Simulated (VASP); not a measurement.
RuS:

```xyz
2
Lattice="0.0000 2.7643 2.7643 2.7643 0.0000 2.7643 2.7643 2.7643 0.0000" Properties=species:S:1:pos:R:3 pbc="T T T"
Ru    0.0000    0.0000    0.0000
S     1.3821    1.3821    1.3821
```

The cell comes from a database or a generator and needn't be the stable form of this composition.

Base run:

```yaml
Program: VASP 6.6.1
Functional: PBEsol
Potentials_or_basis: VASP PAW PBE potentials, release 64 (Ru_pv, S)
Cutoff: 520 eV
k_mesh: 6 × 6 × 6
Occupations: gaussian, width 0.05 eV
Spin: collinear spin, zero start
Starting_moments: "[0.0, 0.0] μB"
Hubbard_terms: Ru d U = 7 eV
```

Its results: band gap on the k mesh none (metal or under the smearing width); pressure -17.2 GPa; net moment 0.00 μB per cell.

**Question.** The run is repeated on the same cell with these changes: hubbard terms from Ru d U = 7 eV to Ru d U = 2 eV; further incar settings from ALGO = Fast; EDIFF = 1e-06 to ALGO = Fast; EDIFF = 1e-07; NBANDS = 21. What comes out?

**Answer.** Band gap on the k mesh none (metal or under the smearing width); pressure -21.0 GPa; net moment 0.00 μB per cell.

Caveats: the PAW data sets were made with another functional, which shifts forces and pressure a little.

Not every run made on this cell is shown here.
